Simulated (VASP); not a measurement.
Output of a VASP run:

### OSZICAR
```
       N       E                     dE             d eps       ncg     rms          rms(c)
DAV:   1     0.117320730023E+03    0.11732E+03   -0.76211E+03  2916   0.132E+03
DAV:   2    -0.585662507407E+01   -0.12318E+03   -0.12020E+03  3132   0.451E+02
DAV:   3    -0.110215876127E+02   -0.51650E+01   -0.48788E+01  4256   0.789E+01
DAV:   4    -0.113087492777E+02   -0.28716E+00   -0.28578E+00  4072   0.170E+01
DAV:   5    -0.113189303059E+02   -0.10181E-01   -0.10173E-01  4352   0.264E+00    0.846E+00
DAV:   6    -0.109544950574E+02    0.36444E+00   -0.70949E-01  4496   0.115E+01    0.310E+00
DAV:   7    -0.109101121062E+02    0.44383E-01   -0.22988E-01  4546   0.645E+00    0.964E-01
DAV:   8    -0.109152585229E+02   -0.51464E-02   -0.14169E-02  3332   0.184E+00    0.318E-02
DAV:   9    -0.109153310377E+02   -0.72515E-04   -0.10966E-03  4920   0.313E-01    0.499E-02
DAV:  10    -0.109153503201E+02   -0.19282E-04   -0.24188E-05  3614   0.703E-02    0.225E-02
DAV:  11    -0.109153460711E+02    0.42491E-05   -0.97528E-06  3342   0.635E-02    0.337E-03
DAV:  12    -0.109153459957E+02    0.75378E-07   -0.44146E-07  4014   0.668E-03
   1 F= -.10915346E+02 E0= -.10915470E+02  d E =0.372070E-03
```

OUTCAR:
```
------------------------ aborting loop because EDIFF is reached ----------------------------------------
  FORCE on cell =-STRESS in cart. coord.  units (eV):
  Direction    XX          YY          ZZ          XY          YZ          ZX
  --------------------------------------------------------------------------------------
  Total        1.3124020      1.3124020      1.3124020      0.0000000      0.0000000     -0.0000000
  in kB      127.9441167    127.9441167    127.9441167      0.0000000      0.0000000     -0.0000000
  external PRESSURE =     127.9441167 kB  Pullay stress =       0.0000000 kB
  volume of cell :       16.43
      direct lattice vectors                 reciprocal lattice vectors
    -1.601642991  1.601642991  1.601642991     0.000000000  0.312179433  0.312179433
     1.601642991 -1.601642991  1.601642991     0.312179433  0.000000000  0.312179433
     1.601642991  1.601642991 -1.601642991     0.312179433  0.312179433  0.000000000
 POSITION                                       TOTAL-FORCE (eV/Angst)
 -----------------------------------------------------------------------------------
      0.00000      0.00000      0.00000        -0.000000     -0.000000      0.000000
 -----------------------------------------------------------------------------------
    total drift:                               -0.000000      0.000000      0.000000
  FREE ENERGIE OF THE ION-ELECTRON SYSTEM (eV)
  ---------------------------------------------------
  free  energy   TOTEN  =       -10.9153459957 eV

  energy  without entropy=      -10.9157180655  energy(sigma->0) =      -10.91547002
```
(Selected blocks of OUTCAR.)

### POSCAR
```
Nb
1
   -1.6016429907     1.6016429907     1.6016429907
    1.6016429907    -1.6016429907     1.6016429907
    1.6016429907     1.6016429907    -1.6016429907
Nb
1
Direct
  0.0000000000   0.0000000000   0.0000000000
```

Task: Reconstruct the remaining input files.

Result: This is not unique; one that fits is the input of the run itself, PBEsol GGA, plane waves, VASP's PBE PAW potentials (set 64).

KPOINTS:
```
Automatic mesh
0
Gamma
16 16 16
0 0 0
```

**INCAR**
```
SYSTEM = Nb
PREC = Accurate
ENCUT = 520
EDIFF = 1E-7
NELM = 100
ALGO = Normal
LREAL = .FALSE.
LASPH = .TRUE.
ISMEAR = 1
SIGMA = 0.1
GGA = PS
LMAXMIX = 4
LWAVE = .FALSE.
LCHARG = .FALSE.
ISIF = 2
```

POTCAR, in this order: Nb_sv (PBE.64 set). Program: vasp_std.

The compound is Nb in the bcc structure. This cell is one point of a volume scan, at 0.94 of the reference volume.
